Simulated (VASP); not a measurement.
# RbLiMg6 (Amm2) in VASP: reference runs

Reference runs on RbLiMg6: the cell as given and a disturbed copy.

All numbers are computed with VASP 6.6.1; they aren't measurements. Logs are shortened: lines on timing, memory, paths and dates and some standing lists are left out, and cuts for length are marked.

### Step 1. Starting point

Symmetry: Amm2, No. 38, orthorhombic system. The conventional cell has a = 5.310 Å, b = 7.036 Å, c = 11.880 Å, α = 90.00°, β = 90.00°, γ = 90.00°. Rb (site symmetry mm2) has 2 Li at 3.38 Å and 10 Mg at 3.43 to 3.54 Å as nearest neighbours. Around Mg (site symmetry mm2) lie 10 Mg at 3.26 to 3.53 Å and 2 Rb at 3.52 Å. Mg (site symmetry m) has 8 Mg at 3.20 to 3.53 Å and 2 Li at 3.30 Å and 2 Rb at 3.43 to 3.48 Å as nearest neighbours. Mg (site symmetry mm2) is surrounded by 10 Mg at 3.33 to 3.48 Å and 2 Li at 3.52 Å. Mg (site symmetry m) has 1 Li at 3.03 Å and 7 Mg at 3.07 to 3.48 Å as nearest neighbours. Li (site symmetry mm2) is surrounded by 6 Mg at 3.03 to 3.30 Å and 2 Rb at 3.38 Å.

The cell comes from a database or a generator and needn't be the stable form of this composition.

### Step 2. Single point, PBE

The input, INCAR:

```
PREC = Accurate ; ENCUT = 520
EDIFF = 1E-7 ; ISMEAR = -1
SIGMA = 0.05 ; LREAL = F
LASPH = T ; NELM = 60
ALGO = Normal ; ISIF = 2
LWAVE = F ; LCHARG = F
GGA = PE ; NBANDS = 22
```

The input, KPOINTS:

```
regular mesh
0
Gamma
  5 5 5
```

The input, POSCAR:

```
RbLiMg6
1.0
    5.3095180000      0.0000000000      0.0000000000
    0.0000000000      3.5178785000      5.9399250000
    0.0000000000     -3.5178785000      5.9399250000
Rb Mg Li
1 6 1
Direct
    0.5000000000      0.6738780000      0.6738780000
    0.5000000000      0.1628770000      0.1628770000
    0.5000000000      0.6699890000      0.1722090000
    0.5000000000      0.1722090000      0.6699890000
    0.0000000000      0.3324210000      0.3324210000
    0.0000000000      0.8515110000      0.2877290000
    0.0000000000      0.2877290000      0.8515110000
    0.0000000000      0.8493840000      0.8493840000
```

Potentials or basis: VASP PAW PBE potentials, release 64 (Rb_sv, Mg, Li_sv).

Run with:

```
> cat potpaw_PBE.64/Rb_sv/POTCAR potpaw_PBE.64/Mg/POTCAR potpaw_PBE.64/Li_sv/POTCAR > POTCAR
> mpirun -np 1 vasp_std > vasp.out
```

OUTCAR:

```text
PREC = Accurate
   ENCUT = 520
   EDIFF = 1E-7
   ISMEAR = -1
   LREAL = F
   LASPH = T
   NELM = 60
   ISIF = 2
   GGA = PE

 ion  position               nearest neighbor table
   1  0.500  0.674  0.674-   8 3.38   8 3.38   3 3.43   4 3.43   4 3.48   3 3.48   2 3.52   2 3.52
                             6 3.54   6 3.54   7 3.54   7 3.54
   2  0.500  0.163  0.163-   6 3.26   7 3.26   6 3.26   7 3.26   5 3.33   5 3.33   3 3.37   4 3.37
                             1 3.52   1 3.52   3 3.53   4 3.53
   3  0.500  0.670  0.172-   6 3.20   6 3.20   5 3.35   5 3.35   2 3.37   1 3.43   1 3.48   4 3.50
                             2 3.53   4 3.53
   4  0.500  0.172  0.670-   7 3.20   7 3.20   5 3.35   5 3.35   2 3.37   1 3.43   1 3.48   3 3.50
                             2 3.53   3 3.53
   5  0.000  0.332  0.332-   2 3.33   2 3.33   4 3.35   3 3.35   3 3.35   4 3.35   6 3.45   7 3.45
                             7 3.48   6 3.48
   6  0.000  0.852  0.288-   8 3.03   7 3.07   3 3.20   3 3.20   2 3.26   2 3.26   5 3.45   5 3.48
                             1 3.54   1 3.54
   7  0.000  0.288  0.852-   8 3.03   6 3.07   4 3.20   4 3.20   2 3.26   2 3.26   5 3.45   5 3.48
                             1 3.54   1 3.54
   8  0.000  0.849  0.849-   6 3.03   7 3.03   1 3.38   1 3.38

  LATTYP: Found a base centered orthorhombic cell.
 ALAT       =     7.0357570000
 B/A-ratio  =     1.6884963480
 C/A-ratio  =     0.7546477231

  Lattice vectors:

 A1 = (   0.0000000000,   3.5178785000,  -5.9399250000)
 A2 = (   0.0000000000,   3.5178785000,   5.9399250000)
 A3 = (   5.3095180000,   0.0000000000,   0.0000000000)

Analysis of symmetry for initial positions (statically):
=====================================================================
 Subroutine PRICEL returns:
 Original cell was already a primitive cell.

 Routine SETGRP: Setting up the symmetry group for a
 base centered orthorhombic supercell.

 Subroutine GETGRP returns: Found  4 space group operations
 (whereof  4 operations were pure point group operations)
 out of a pool of  8 trial point group operations.

The static configuration has the point symmetry C_2v.

Analysis of symmetry for dynamics (positions and initial velocities):
=====================================================================
 Subroutine PRICEL returns:
 Original cell was already a primitive cell.

 Routine SETGRP: Setting up the symmetry group for a
 base centered orthorhombic supercell.

 Subroutine GETGRP returns: Found  4 space group operations
 (whereof  4 operations were pure point group operations)
 out of a pool of  8 trial point group operations.

The dynamic configuration has the point symmetry C_2v.

 Subroutine INISYM returns: Found  4 space group operations
 (whereof  4 operations are pure point group operations),
 and found     1 'primitive' translations

----------------------------------------------------------------------------------------

                                     Primitive cell

  volume of cell :     221.8947

  direct lattice vectors                    reciprocal lattice vectors
     5.309518000  0.000000000  0.000000000     0.188341013  0.000000000  0.000000000
     0.000000000  3.517878500  5.939925000     0.000000000  0.142131117  0.084176147
     0.000000000 -3.517878500  5.939925000     0.000000000 -0.142131117  0.084176147

  length of vectors
     5.309518000  6.903490287  6.903490287     0.188341013  0.165187403  0.165187403

  position of ions in fractional coordinates (direct lattice)
     0.500000000  0.673878000  0.673878000
     0.500000000  0.162877000  0.162877000
     0.500000000  0.669989000  0.172209000
     0.500000000  0.172209000  0.669989000
     0.000000000  0.332421000  0.332421000
     0.000000000  0.851511000  0.287729000
     0.000000000  0.287729000  0.851511000
     0.000000000  0.849384000  0.849384000

  ion indices of the primitive-cell ions
   primitive index   ion index
                 1           1
                 2           2
                 3           3
                 4           4
                 5           5
                 6           6
                 7           7
                 8           8

----------------------------------------------------------------------------------------

 KPOINTS: regular mesh

Automatic generation of k-mesh.
 Grid dimensions read from file:
 generate k-points for:    5    5    5

 Generating k-lattice:

  Cartesian coordinates                     Fractional coordinates (reciprocal lattice)
     0.037668203  0.000000000  0.000000000     0.200000000  0.000000000  0.000000000
     0.000000000  0.028426223  0.016835229     0.000000000  0.200000000  0.000000000
     0.000000000 -0.028426223  0.016835229     0.000000000  0.000000000  0.200000000

  Length of vectors
     0.037668203  0.033037481  0.033037481

  Shift w.r.t. Gamma in fractional coordinates (k-lattice)
     0.000000000  0.000000000  0.000000000

 Subroutine IBZKPT returns following result:
 ===========================================

 Found     27 irreducible k-points:

 Following reciprocal coordinates:
            Coordinates               Weight
  0.000000  0.000000  0.000000      1.000000
  0.200000  0.000000  0.000000      2.000000
  0.400000  0.000000  0.000000      2.000000
  0.000000  0.200000  0.000000      4.000000
  0.200000  0.200000  0.000000      8.000000
  0.400000  0.200000  0.000000      8.000000
[... 16 lines left out ...]
  0.200000  0.400000  0.400000      4.000000
  0.400000  0.400000  0.400000      4.000000
 [... further k-points ...]
   k-points           NKPTS =     27   k-points in BZ     NKDIM =     27   number of bands    NBANDS=     22
   number of dos      NEDOS =    301   number of ions     NIONS =      8
   total plane-waves  NPLWV = 116640
   dimension x,y,z NGX =    40 NGY =   54 NGZ =   54
   dimension x,y,z NGXF=    80 NGYF=  108 NGZF=  108
   ions per type =               1   6   1
   NGX,Y,Z   is equivalent  to a cutoff of  12.52, 13.00, 13.00 a.u.
   NGXF,Y,Z  is equivalent  to a cutoff of  25.05, 26.01, 26.01 a.u.
 SYSTEM =  unknown system
   PREC   = accura    normal or accurate (medium, high low for compatibility)
   ISTART =      0    job   : 0-new  1-cont  2-samecut
   ICHARG =      2    charge: 1-file 2-atom 10-const
   ISPIN  =      1    spin polarized calculation?
   LNONCOLLINEAR =      F non collinear calculations
   LSORBIT =      F    spin-orbit coupling
   LASPH  =      T    aspherical Exc in radial PAW
   ENCUT  =  520.0 eV  38.22 Ry    6.18 a.u.   9.87 12.84 12.84*2*pi/ulx,y,z
   NELM   =     60;   NELMIN=  2; NELMDL= -5     # of ELM steps
   EDIFF  = 0.1E-06   stopping-criterion for ELM
   LREAL  =      F    real-space projection
   EDIFFG = 0.1E-05   stopping-criterion for IOM
   NSW    =      0    number of steps for IOM
   IBRION =     -1    ionic relax: 0-MD 1-quasi-New 2-CG
   NFREE  =      0    steps in history (QN), initial steepest desc. (CG)
   ISIF   =      2    stress and relaxation
   ISYM   =      2    0-nonsym 1-usesym 2-fastsym
   POTIM  = 0.5000    time-step for ionic-motion
   TEBEG  =    0.0;   TEEND  =   0.0 temperature during run
   PSTRESS=    0.0 pullay stress
   NELECT =      24.0000    total number of electrons
   NUPDOWN=      -1.0000    fix difference up-down
   EMIN   =  10.00;   EMAX   =-10.00  energy-range for DOS
   EFERMI =   0.00;   METHOD = LEGACY
   ISMEAR =    -1;   SIGMA  =   0.05  broadening in eV -4-tet -1-fermi 0-gaus
   EFERMI_NEDOS =   21; number of points for ismear=-14 and -15
   IALGO  =     38    algorithm
   IMIX   =      4    mixing-type and parameters
     AMIX     =   0.40;   BMIX     =  1.00
     AMIX_MAG =   1.60;   BMIX_MAG =  1.00
  volume/ion in A,a.u.               =      27.74       187.18
  Fermi-wavevector in a.u.,A,eV,Ry     =   0.780003  1.473992  8.277849  0.608405
  Thomas-Fermi vector in A             =   1.883224
   LORBIT       =      0    0 simple, 1 ext, 2 COOP (PROOUT), +10 PAW based schemes
   GGA     = PE    functional components
   LHFCALC =     F    Hartree Fock is set to
   AEXX    =    0.0000 exact exchange contribution
   IVDW    =     0    specifies the selected vdW correction
   LEPSILON=     F    determine dielectric tensor
   LRPA    =     F    only Hartree local field effects (RPA)
 non-spin polarized calculation
  energy-cutoff  :      520.00
  volume of cell :      221.89
 maximum number of plane-waves:      5997
 NGX is ok and might be reduce to    40
   NGX = 19   NGY = 25   NGZ = 25

 number of electron      23.9999998 magnetization

 Free energy of the ion-electron system (eV)
  ---------------------------------------------------
  ext. energy  EPLUGINS =         0.00000000
  ---------------------------------------------------
  free energy    TOTEN  =       -10.19757856 eV

  energy without entropy =      -10.15958848  energy(sigma->0) =      -10.17858352

 E-fermi :   1.7511     XC(G=0):  -7.8973

 val. band max:        1.7477672955   @ k =   0.4000   0.4000   0.4000
 cond. band min:       1.7518670369   @ k =   0.4000  -0.2000   0.2000
 fundamental gap:      0.0040997414
 Fermi energy:         1.7510902376

 k-point     1 :       0.0000    0.0000    0.0000
  band No.  band energies     occupation
      1     -45.3011      2.00000
      2     -25.9153      2.00000
      3     -10.1985      2.00000
      4     -10.1678      2.00000
      5     -10.1090      2.00000
      6      -3.9544      2.00000
[... 14 lines left out ...]
     21       4.6957      0.00000
     22       4.9683      0.00000

 k-point     2 :       0.2000    0.0000    0.0000
  band No.  band energies     occupation
      1     -45.3011      2.00000
      2     -25.9150      2.00000
      3     -10.1968      2.00000
      4     -10.1651      2.00000
      5     -10.1286      2.00000
      6      -3.7335      2.00000
[... 14 lines left out ...]
     21       6.3316      0.00000
     22       6.3377      0.00000
[... 523 lines left out ...]
     21       5.2621      0.00000
     22       5.9670      0.00000

 k-point    24 :       0.4000    0.4000    0.4000
  band No.  band energies     occupation
      1     -45.3011      2.00000
      2     -25.9145      2.00000
      3     -10.2045      2.00000
      4     -10.1640      2.00000
      5     -10.1588      2.00000
      6      -2.4689      2.00000
[... 14 lines left out ...]
     21       5.5622      0.00000
     22       5.6834      0.00000

 [... further k-points ...]
[... 5 lines left out ...]
  --------------------------------------------------------------------------------------
  -------------------------------------------------------------------------------------
  Total       -0.3718934     -0.2966358      0.4153485      0.0000000      0.0000000      0.0000000
  in kB       -2.6852344     -2.1418409      2.9989991      0.0000000      0.0000000      0.0000000
  external PRESSURE =      -0.6093587 kB  Pullay stress =       0.0000000 kB

 VOLUME and BASIS-vectors are now :
 -----------------------------------------------------------------------------
  energy-cutoff  :      520.00
  volume of cell :      221.89
      direct lattice vectors                 reciprocal lattice vectors
     5.309518000  0.000000000  0.000000000     0.188341013  0.000000000  0.000000000
     0.000000000  3.517878500  5.939925000     0.000000000  0.142131117  0.084176147
     0.000000000 -3.517878500  5.939925000     0.000000000 -0.142131117  0.084176147

 POSITION                                       TOTAL-FORCE (eV/Angst)
 -----------------------------------------------------------------------------------
      2.65476      0.00000      8.00557         0.000000      0.000000      0.010154
      2.65476      0.00000      1.93495         0.000000      0.000000     -0.023141
      2.65476      1.75113      5.00259         0.000000     -0.008415      0.011550
      2.65476     -1.75113      5.00259         0.000000      0.008415      0.011550
      0.00000      0.00000      3.94911         0.000000      0.000000     -0.022169
      0.00000      1.98332      6.76700         0.000000      0.015794     -0.029653
      0.00000     -1.98332      6.76700         0.000000     -0.015794     -0.029653
      0.00000      0.00000     10.09055         0.000000      0.000000      0.071363
 -----------------------------------------------------------------------------------
    total drift:                                0.000000     -0.000000     -0.000551

  FREE ENERGIE OF THE ION-ELECTRON SYSTEM (eV)
  ---------------------------------------------------
  free  energy   TOTEN  =       -10.1975785638 eV

  energy  without entropy=      -10.1595884841  energy(sigma->0) =      -10.17858352
```

Run time: 2.6 min. Hardware: 1 thread of Intel Xeon Platinum 8259CL at 2.50GHz (Skylake/Cascade Lake), shared host; peak memory 0.41 GiB.

Results:

```yaml
Free_energy: -10.1976 eV
Largest_force: 0.071 eV/Å
Band_gap_on_the_k_mesh: none (metal or under the smearing width)
```

Forces on the atoms (eV/Å):
```
Rb   0.000  0.000  0.010
Mg   0.000  0.000 -0.023
Mg   0.000 -0.008  0.012
Mg   0.000  0.008  0.012
Mg   0.000  0.000 -0.022
Mg   0.000  0.016 -0.030
Mg   0.000 -0.016 -0.030
Li   0.000  0.000  0.071
```

Caveat: the cutoff is under 1.25 times the usual one of these potentials, so pressure, stress and relaxed cells hold a basis-set (Pulay) error.

### Step 3. Single point, PBE (atoms moved at random, drawn with an rms of 0.05 Å)

The input, INCAR:

```
ALGO = Normal
EDIFF = 1E-7
ENCUT = 520
GGA = PE
ISIF = 2
ISMEAR = -1
LASPH = T
LCHARG = T
LELF = T
LREAL = F
LVHAR = T
LWAVE = F
NBANDS = 22
NELM = 100
PREC = Accurate
SIGMA = 0.05
```

The input, KPOINTS:

```
k-points
0
Gamma
  5 5 5
```

The input, POSCAR:

```
RbLiMg6
1.0
    5.3095180000      0.0000000000      0.0000000000
    0.0000000000      3.5178785000      5.9399250000
    0.0000000000     -3.5178785000      5.9399250000
Rb Mg Li
1 6 1
Direct
    0.4967030000      0.6739490000      0.6753780000
    0.5039350000      0.1630310000      0.1647480000
    0.5013280000      0.6660980000      0.1699370000
    0.5028200000      0.1722120000      0.6788600000
   -0.0054210000      0.3348240000      0.3285430000
    0.0084460000      0.8471040000      0.2878120000
    0.0096170000      0.2878400000      0.8407910000
    0.0043010000      0.8468690000      0.8471570000
```

Potentials or basis: VASP PAW PBE potentials, release 64 (Rb_sv, Mg, Li_sv).

Run with:

```
> cat potpaw_PBE.64/Rb_sv/POTCAR potpaw_PBE.64/Mg/POTCAR potpaw_PBE.64/Li_sv/POTCAR > POTCAR
> mpirun -np 1 vasp_std > vasp.out
```

It took 5.9 min on 1 thread of Intel Xeon Platinum 8259CL at 2.50GHz (Skylake/Cascade Lake), shared host; peak memory 0.52 GiB.

The run converged. Its results:

| Quantity | Value |
| --- | --- |
| Free energy | -10.1792 eV |
| Largest force | 0.164 eV/Å |
| Band gap on the k mesh | none (metal or under the smearing width) |

Forces on the atoms (eV/Å):
```
Rb   0.132  0.068 -0.007
Mg   0.008  0.009 -0.047
Mg   0.025 -0.045  0.099
Mg   0.036  0.007 -0.111
Mg   0.077 -0.027 -0.043
Mg  -0.111  0.079 -0.029
Mg  -0.126 -0.088  0.057
Li  -0.042 -0.002  0.082
```

Levels at points of the mesh, in eV from the Fermi level:
```
           k point  band 9  band 10  band 11  band 12  band 13  band 14  band 15  band 16
(0.00, 0.00, 0.00)   -1.96    -1.00    -0.94    -0.70    -0.07     0.16     2.02     2.32
```

Caveat: the cutoff is under 1.25 times the usual one of these potentials, so pressure, stress and relaxed cells hold a basis-set (Pulay) error.
